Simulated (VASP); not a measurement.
The input files of a VASP run:

**POSCAR**
```
CuZn
1
    2.9500000000     0.0000000000     0.0000000000
    0.0000000000     2.9500000000     0.0000000000
    0.0000000000     0.0000000000     2.9500000000
Zn Cu
1 1
Direct
  0.5000000000   0.5000000000   0.5000000000
  0.0000000000   0.0000000000   0.0000000000
```

### INCAR
```
AGGAC = 0.0
ALGO = Normal
EDIFF = 1E-6
EDIFFG = -0.01
ENCUT = 520
GGA = MK
IBRION = 2
ISIF = 3
ISMEAR = 1
LASPH = .TRUE.
LCHARG = .FALSE.
LMAXMIX = 4
LREAL = .FALSE.
LUSE_VDW = .TRUE.
LWAVE = .FALSE.
NELM = 100
NSW = 60
PARAM1 = 0.1234
PARAM2 = 1.0
PREC = Accurate
SIGMA = 0.1
SYSTEM = CuZn
```

File KPOINTS:
```
Automatic mesh
0
Gamma
11 11 11
0 0 0
```

POTCAR, in this order: Zn Cu (PBE.64 set). Program: vasp_std.

Problem. Translate this optB86b-vdW calculation to Quantum ESPRESSO's pw.x.

Solution. One equivalent input (not run):
```
&CONTROL
  calculation = 'vc-relax'
  pseudo_dir = './pseudo'
  outdir = './out'
  tprnfor = .true.
  tstress = .true.
  nstep = 60
  forc_conv_thr = 0.00039
/
&SYSTEM
  ibrav = 0
  nat = 2
  ntyp = 2
  ecutwfc = 92
  occupations = 'smearing'
  smearing = 'methfessel-paxton'
  degauss = 0.00735
  input_dft = 'vdw-df-ob86'
/
&ELECTRONS
  conv_thr = 7.3e-08
  electron_maxstep = 100
/
&IONS
/
&CELL
/
ATOMIC_SPECIES
  Zn 65.380 Zn.upf
  Cu 63.546 Cu.upf
CELL_PARAMETERS angstrom
     2.9500000    0.0000000    0.0000000
     0.0000000    2.9500000    0.0000000
     0.0000000    0.0000000    2.9500000
ATOMIC_POSITIONS crystal
  Zn   0.5000000  0.5000000  0.5000000
  Cu   0.0000000  0.0000000  0.0000000
K_POINTS automatic
  11 11 11 0 0 0
```
What does not carry over: the potentials are each code's own (VASP's PAW set, PseudoDojo norm-conserving files in pw.x), so ENCUT and ecutwfc are chosen apart and not converted; conv_thr bounds pw.x's estimated SCF error, while EDIFF bounds the energy change between steps; forc_conv_thr acts on force components and is met together with etot_conv_thr.

The compound is CuZn in the CsCl type structure. This run relaxes it. Symmetry was kept, so distortions that lower it aren't found.
